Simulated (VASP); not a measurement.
Computed with rev-vdW-DF2, VASP's PBE PAW potentials (set 64) (plane waves; VASP).

A VASP calculation is set up with these files.

POSCAR:
```
FeAl
2.8548680
  0.9999998599   0.0000000000   0.0000000000
  0.0000000000   0.9999998599   0.0000000000
  0.0000000000   0.0000000000   0.9999998599
Al Fe
1 1
direct
  0.5000000000   0.5000000000   0.5000000000
  0.0000000000   0.0000000000   0.0000000000
```

INCAR:
```
# general
SYSTEM   = FeAl
PREC     = Accurate
ENCUT    = 520
LREAL    = .FALSE.   # projection in real space or not
LASPH    = .TRUE.
ICHARG   = 11   # fixed density

# electronic loop
EDIFF    = 1E-7   # SCF stop (eV)
NELM     = 100
ALGO     = Normal   # blocked Davidson
LMAXMIX  = 4   # l cut-off of mixed one-centre charges

# smearing
ISMEAR   = 0   # Gaussian
SIGMA    = 0.05   # width (eV)

# functional
GGA      = MK
LUSE_VDW = .TRUE.
AGGAC    = 0.0
PARAM1   = 0.1234568
PARAM2   = 0.7114
ZAB_VDW  = -1.8867

# output
LWAVE    = .FALSE.
LCHARG   = .FALSE.
LORBIT   = 11   # lm-projected
```

### KPOINTS
```
k-points along high-symmetry lines
15
Line-mode
Reciprocal
  0.000000   0.000000   0.000000 ! GAMMA
  0.000000   0.500000   0.000000 ! X

  0.000000   0.500000   0.000000 ! X
  0.500000   0.500000   0.000000 ! M

  0.500000   0.500000   0.000000 ! M
  0.000000   0.000000   0.000000 ! GAMMA

  0.000000   0.000000   0.000000 ! GAMMA
  0.500000   0.500000   0.500000 ! R

  0.500000   0.500000   0.500000 ! R
  0.000000   0.500000   0.000000 ! X

  0.500000   0.500000   0.500000 ! R
  0.500000   0.500000   0.000000 ! M
```

POTCAR, in this order: Al Fe (PBE.64 set). Program: vasp_std. Read from the step before: CHGCAR.

The resulting files:

File OUTCAR:
```
 ion  position               nearest neighbor table
   1  0.500  0.500  0.500-   2 2.47   2 2.47   2 2.47   2 2.47   2 2.47   2 2.47   2 2.47   2 2.47
  LATTYP: Found a simple cubic cell.
 ALAT       =     2.8548676001
 Subroutine PRICEL returns:
 Original cell was already a primitive cell.
 Subroutine GETGRP returns: Found 48 space group operations
The static configuration has the point symmetry O_h .
The dynamic configuration has the point symmetry O_h .
 Subroutine INISYM returns: Found 48 space group operations
   k-points           NKPTS =     90   k-points in BZ     NKDIM =     90   number of bands    NBANDS=      9
   number of dos      NEDOS =    301   number of ions     NIONS =      2
   total plane-waves  NPLWV =  13824
   dimension x,y,z NGX =    24 NGY =   24 NGZ =   24
   dimension x,y,z NGXF=    48 NGYF=   48 NGZF=   48
   ions per type =               1   1
   PREC   = accura    normal or accurate (medium, high low for compatibility)
   ISTART =      0    job   : 0-new  1-cont  2-samecut
   ICHARG =     11    charge: 1-file 2-atom 10-const
   ISPIN  =      1    spin polarized calculation?
   LNONCOLLINEAR =      F non collinear calculations
   LSORBIT =      F    spin-orbit coupling
   INIWAV =      1    electr: 0-lowe 1-rand  2-diag
   ENCUT  =  520.0 eV  38.22 Ry    6.18 a.u.   5.31  5.31  5.31*2*pi/ulx,y,z
   NELM   =    100;   NELMIN=  2; NELMDL= -5     # of ELM steps
   EDIFF  = 0.1E-06   stopping-criterion for ELM
   LREAL  =      F    real-space projection
   NLSPLINE    = F    spline interpolate recip. space projectors
   LMAXMIX     =    4 max onsite mixed and CHGCAR
   VOSKOWN=      0    Vosko Wilk Nusair interpolation
   EDIFFG = 0.1E-05   stopping-criterion for IOM
   NSW    =      0    number of steps for IOM
   NBLOCK =      1;   KBLOCK =      1    inner block; outer block
   IBRION =     -1    ionic relax: 0-MD 1-quasi-New 2-CG
   NFREE  =      0    steps in history (QN), initial steepest desc. (CG)
   ISIF   =      2    stress and relaxation
   ISYM   =      2    0-nonsym 1-usesym 2-fastsym
   TEIN   =    0.0    initial temperature
   TEBEG  =    0.0;   TEEND  =   0.0 temperature during run
   SMASS  =  -3.00    Nose mass-parameter (am)
   PSTRESS=    0.0 pullay stress
   NELECT =      11.0000    total number of electrons
   EFERMI =   0.00;   METHOD = LEGACY
   ISMEAR =     0;   SIGMA  =   0.05  broadening in eV -4-tet -1-fermi 0-gaus
   IALGO  =     38    algorithm
   LDIAG  =      T    sub-space diagonalisation (order eigenvalues)
   IMIX   =      4    mixing-type and parameters
     AMIX     =   0.40;   BMIX     =  1.00
     AMIX_MAG =   1.60;   BMIX_MAG =  1.00
     AMIN     =   0.10
   GGA     = MK    functional components
   VOSKOWN =     0    Vosko Wilk Nusair interpolation
   LHFCALC =     F    Hartree Fock is set to
   LHFONE  =     F    Hartree Fock one center treatment
   AEXX    =    0.0000 exact exchange contribution
   LUSE_VDW   =     T    switch on vdW DFT
   IVDW    =     0    specifies the selected vdW correction
   LEPSILON=     F    determine dielectric tensor
   LRPA    =     F    only Hartree local field effects (RPA)
  energy-cutoff  :      520.00
  volume of cell :       23.27
      direct lattice vectors                 reciprocal lattice vectors
     2.854867600  0.000000000  0.000000000     0.350278941  0.000000000  0.000000000
     0.000000000  2.854867600  0.000000000     0.000000000  0.350278941  0.000000000
     0.000000000  0.000000000  2.854867600     0.000000000  0.000000000  0.350278941
 k-point     1 :   0.0000 0.0000 0.0000  plane waves:     619
 k-point     2 :   0.0000 0.0357 0.0000  plane waves:     619
 k-point     3 :   0.0000 0.0714 0.0000  plane waves:     619
 k-point     4 :   0.0000 0.1071 0.0000  plane waves:     631
 k-point     5 :   0.0000 0.1429 0.0000  plane waves:     635
 k-point     6 :   0.0000 0.1786 0.0000  plane waves:     635
 k-point     7 :   0.0000 0.2143 0.0000  plane waves:     635
 k-point     8 :   0.0000 0.2500 0.0000  plane waves:     647
 k-point     9 :   0.0000 0.2857 0.0000  plane waves:     639
 k-point    10 :   0.0000 0.3214 0.0000  plane waves:     638
...
```

File OSZICAR:
```
       N       E                     dE             d eps       ncg     rms          rms(c)
DAV:   1     0.391310560003E+02    0.39131E+02   -0.51909E+03  1620   0.125E+03
DAV:   2    -0.776689935538E+01   -0.46898E+02   -0.44424E+02  1622   0.184E+02
DAV:   3    -0.880539880379E+01   -0.10385E+01   -0.10324E+01  2120   0.376E+01
DAV:   4    -0.881982921704E+01   -0.14430E-01   -0.14427E-01  2004   0.391E+00
DAV:   5    -0.882021903748E+01   -0.38982E-03   -0.38981E-03  1985   0.569E-01
DAV:   6    -0.882023740686E+01   -0.18369E-04   -0.18370E-04  2130   0.111E-01
DAV:   7    -0.882023780970E+01   -0.40284E-06   -0.40312E-06  1973   0.128E-02
DAV:   8    -0.882023783236E+01   -0.22666E-07   -0.21416E-07  1587   0.252E-03
   1 F= -.88202378E+01 E0= -.88198036E+01  d E =-.868466E-03
```

### OUTCAR
```
 val. band max:        8.4376825849   @ k =   0.3929   0.5000   0.3929

 cond. band min:       8.5622075809   @ k =   0.4286   0.4286   0.4286



 k-point     1 :       0.0000    0.0000    0.0000
  band No.  band energies     occupation
      1      -2.3455      2.00000
      2       5.7662      2.00000
      3       5.7663      2.00000
      4       8.1719      2.00000
      5       8.1719      2.00000
      6       8.1719      2.00000
      7      14.6409      0.00000
      8      14.6409      0.00000
      9      14.6409      0.00000

 k-point     2 :       0.0000    0.0357    0.0000
  band No.  band energies     occupation
      1      -2.3212      2.00000
      2       5.7641      2.00000
      3       5.7739      2.00000
      4       8.1559      2.00000
      5       8.1559      2.00000
      6       8.1735      2.00000
      7      14.3922      0.00000
      8      14.6772      0.00000
      9      14.6772      0.00000

 k-point     3 :       0.0000    0.0714    0.0000
  band No.  band energies     occupation
      1      -2.2483      2.00000
      2       5.7557      2.00000
      3       5.7964      2.00000
      4       8.1092      2.00000
      5       8.1092      2.00000
      6       8.1783      2.00000
      7      13.8085      0.00000
      8      14.7846      0.00000
      9      14.7846      0.00000

 k-point     4 :       0.0000    0.1071    0.0000
  band No.  band energies     occupation
      1      -2.1273      2.00000
      2       5.7354      2.00000
      3       5.8331      2.00000
      4       8.0362      2.00000
      5       8.0362      2.00000
      6       8.1861      2.00000
      7      13.1001      0.00000
      8      14.9591      0.00000
      9      14.9591      0.00000

 k-point     5 :       0.0000    0.1429    0.0000
  band No.  band energies     occupation
      1      -1.9587      2.00000
      2       5.6934      2.00000
      3       5.8825      2.00000
      4       7.9428      2.00000
...
```

The density is held fixed in this step, so its total energy and stress have no physical meaning.

The compound is FeAl in the CsCl type structure. It was relaxed first, which changed the volume by -6 %. The run is not spin-polarised, so no magnetic state was tried. The electron count is odd and the run is not spin-polarised, which forces a metal.
